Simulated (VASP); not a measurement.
# Relaxed cell volume of cubic SrTiO3 (Pm-3m) against the diffraction cell: LDA, GGA and r2SCAN levels with and without dispersion terms

We calculate the relaxed static volume of cubic SrTiO3 at eight levels of theory and give each as a percentage deviation from the diffraction cell of 11.91 Å³ per atom; a positive sign means too large a cell. SrTiO3 is a common substrate for oxide films, so an error in its calculated lattice constant enters directly into the misfit strain assigned to a film. In a cubic crystal the relative error of the lattice constant is about one third of that of the volume. The second question is what a dispersion term does in a solid held together mainly by ionic and covalent bonds, where such a term is often added by habit. The symmetry stays cubic throughout, so only the lattice constant responds.

## Calculations

The start is the cell of a diffraction database, 11.91 Å³ per atom, whose temperature is that of the entry, mostly ambient. VASP 6.6.1, plane waves with PAW, cutoff 560 eV; cell and atoms fully relaxed at zero pressure at each level, static lattice, no spin polarisation, no spin-orbit coupling. All ran on Intel(R) Xeon(R) 6975P-C (Granite Rapids), shared with other work, so times are rough. All levels use the PAW data sets made with PBE.

Notes on method and selection:

- The diffraction cell holds zero-point and thermal expansion, typically 0.5 to 2 % in volume at room temperature, which a static relaxation lacks.
- Crystals whose PBE volume lies more than 1.5 % under or 25 % over the diffraction cell, or whose cell differs by over 0.3 % from another measurement, were left out.
- Non-spherical gradient terms in the PAW spheres (LASPH) were on for all rows.
- Runs that did not converge, have known faults or may not be shown are not listed, and runs on Ansatz's PAW sets soft_1 and soft_2 are kept to separate tables.

Columns:

- volume error (%): relaxed volume relative to the diffraction cell.
- volume (Å³/atom): relaxed volume per atom.
- cost per step (core-s): processor time per ionic step of the relaxation.

Input lines of one member:

```
PREC = Accurate
ENCUT = 560
EDIFF = 1E-06
NELM = 100
ISMEAR = -1
SIGMA = 0.05
LREAL = .FALSE.
ALGO = Normal
GGA = CA
NBANDS = 26
LASPH = .TRUE.
LORBIT = 11
KPAR = 4
IBRION = 2
NSW = 60
```

Command (options for logging and memory left out): `mpirun -np 4 vasp_std`

## Computed values

| member | volume error (%) | volume (Å³/atom) | cost per step (core-s) |
| --- | --- | --- | --- |
| r2SCAN + rVV10 | −0.132 | 11.896 | 110 |
| r2SCAN | 0.586 | 11.982 | 60 |
| rev-vdW-DF2 | 0.886 | 12.018 | 84 |
| PBEsol | −0.745 | 11.823 | 17 |
| PBE | 2.773 | 12.242 | 18 |
| LDA | −3.305 | 11.518 | 15 |
| PBEsol + D3(BJ) | −2.649 | 11.597 | 19 |
| PBE + D3(BJ) | ? | ? | 17 |

Cells marked ? are withheld until the estimate has been made.

## Reading the trend

Among the levels without a dispersion term, the volume error rises from LDA (−3.305 %) through PBEsol (−0.745 %) and r2SCAN (0.586 %) to PBE (2.773 %). The span is 2.773 + 3.305 = 6.078 %, or about 2 % in the lattice constant.

From LDA to PBEsol to PBE the cause is the gradient dependence of the functional, chiefly in exchange. Gradient terms lower the energy of a strongly varying density, and the density varies more strongly when the ions move apart. They therefore act as an outward pressure on the LDA cell. PBE has the stronger gradient enhancement of exchange and overshoots; PBEsol has a weaker one, chosen for the slowly varying densities of solids.

Dispersion terms add attraction and shrink the cell. To first order

$$\Delta V/V \approx -P_{\mathrm{disp}}/B,$$

where $P_{\mathrm{disp}}$ is the inward pressure of the term and $B$ the bulk modulus. D3(BJ) moves PBEsol by −2.649 + 0.745 = −1.904 %, while rVV10 moves r2SCAN by only −0.132 − 0.586 = −0.718 %. A smaller correction is expected for r2SCAN, which already describes part of the medium-range attraction, but the two dispersion terms also differ in kind, and the table cannot separate the two causes. In rev-vdW-DF2 the non-local correlation is part of the functional, so its 0.886 % cannot be split in this way.

As printed, r2SCAN + rVV10 lies nearest to the diffraction cell and LDA farthest from it. The diffraction cell, however, contains zero-point and thermal expansion, typically 0.5 to 2 %, so a faithful static calculation should fall at about −0.5 to −2 %. PBEsol alone lies in that range. Adding D3(BJ) takes it below the range, whereas rVV10 brings r2SCAN closer to it. For this crystal, then, a dispersion term is no general improvement: its effect depends on the error of the functional beneath it.

## Prediction

Plain estimates from the members shown:

- PBE + D3(BJ), mean of the 7 members shown: −0.369 %, standard deviation 1.9

The mean of the seven members, −0.369 %, is a weak starting point, because it mixes functionals that err in opposite directions. The parent functional, PBE, is in the table, and so is the effect of the same type of correction on PBEsol. We therefore carry the relative contraction of PBEsol over to PBE.

The volume ratio for PBEsol, with to without D3(BJ), is 11.597 / 11.823 = 0.9809. Applied to PBE this gives 12.242 × 0.9809 = 12.008 Å³ per atom. Against the diffraction cell that is 12.008 / 11.91 = 1.008, a volume error of about 0.8 %.

The transfer is not exact. D3(BJ) is damped with parameters fitted separately to each functional, and the larger PBE cell should be softer, which would increase the contraction. The table gives no size for either effect, so we apply no further shift.

There is no second D3(BJ) pair on which to try the route. The nearest trial is r2SCAN with rVV10: the same ratio gives 11.982 × 0.9809 = 11.753 Å³ per atom, or −1.3 %, against the −0.132 % shown, a miss of 1.2 %. That trial changes the kind of dispersion term as well as the functional, and so is harsher than the case at hand. The two contractions, 1.904 and 0.718 %, each lie (1.904 − 0.718) / 2 = 0.6 % from their mean, and we take this spread as a rough standard deviation.

**Committed estimate, PBE + D3(BJ): volume error = 0.8 ± 0.6 %.**

## The withheld result

| member | volume error (%) | volume (Å³/atom) | cost per step (core-s) |
| --- | --- | --- | --- |
| PBE + D3(BJ) | 0.685 | 11.994 | 17 |

| member | estimate | volume error (%) | computed | estimate − computed | miss in error bars |
| --- | --- | --- | --- | --- | --- |
| PBE + D3(BJ) | committed | 0.800 | 0.685 | +0.115 | 0.2 |
| PBE + D3(BJ) | mean | −0.369 | 0.685 | −1.054 |  |

The estimate of 0.8 ± 0.6 % was 0.115 % above the computed 0.685 %, well inside its error bar. The mean of the seven other members missed by 1.054 %, about nine times as much.

Carrying the D3(BJ) contraction over from PBEsol worked. Relative to its own parent cell, PBE shrinks by (12.242 − 11.994) / 12.242 = 0.0203, or 2.0 %, and PBEsol by (11.823 − 11.597) / 11.823 = 0.0191, or 1.9 %. The slightly larger contraction of PBE has the sign expected of a softer, more expanded cell, but the different damping parameters of the two functionals could produce the same difference.

The error bar came from the contrast between D3(BJ) and rVV10, which is wider than a transfer within D3(BJ) needed here. Without the correction the two GGAs differ by 2.773 + 0.745 = 3.518 % of the diffraction volume, yet they respond to it almost equally. In this pair, then, the contraction does not adapt to the error of the functional it is added to.

## Exceptions

Against the diffraction cell as printed, LDA (−3.305 %), PBE (2.773 %) and PBEsol + D3(BJ) (−2.649 %) lie farthest out. LDA overbinds, as it commonly does in solids, and PBE errs the other way because its gradient enhancement of exchange is too strong for a dense crystal.

Allowing for the expansion contained in the measured cell changes the order. Against the expected static range of −0.5 to −2 %, PBE is too large by at least 2.773 + 0.5 = 3.3 %, whereas LDA is only 3.305 − 2 = 1.3 % below the lower edge. PBE is then the worst level of the table.

PBEsol + D3(BJ) falls about 0.6 % below the same range. PBEsol already gives a reasonable volume, so the added attraction has no expansion to correct. D3(BJ) may also overstate the attraction in an oxide such as this one, because its coefficients do not follow the ionic charge, and a cation that has lost its outer electrons is much less polarisable than the neutral atom.

## Cost

D3(BJ) adds no visible cost: the LDA and GGA runs take 15 to 19 core-s per step with or without it. r2SCAN takes 60 core-s, rev-vdW-DF2 84 and r2SCAN + rVV10 110, or roughly 3.5, 5 and 6.5 times the 17 core-s of PBEsol. Every relaxation needed the same number of ionic steps, so these factors apply to the whole run.

For the volume of this crystal the extra time buys no clear gain, since PBEsol is the only level inside the expected static range. r2SCAN may still be worth its cost for other properties, which are not shown in the table.

## Conclusions

For cubic SrTiO3, D3(BJ) reduces the volume by about 2 % with either GGA. This helps PBE and harms PBEsol. Within this pair the contraction could be transferred to about 0.1 %; carried over to r2SCAN with rVV10, it missed by 1.2 %.

For epitaxy, one third of the volume error gives the error of the substrate lattice constant: 2.773 / 3 = 0.9 % for PBE and 0.685 / 3 = 0.2 % for PBE + D3(BJ). If a measured film lattice constant is set against the calculated substrate, this error appears as false misfit strain. We would use PBEsol without a dispersion term for the static cell.

Zero-point and thermal expansion would raise the calculated volumes by roughly 0.5 to 2 %. The shift should be much the same at every level, so it changes which level agrees best with the measured cell but hardly the order of the volumes. r2SCAN, PBE + D3(BJ) and rev-vdW-DF2 lie within 0.3 % of one another, and all three lie above the expected static range.

[Logs are printed without paths, hosts, clocks, repeated set-up lines and the standing remarks that a program may print on its own settings, such as how far it seeks lower states.]
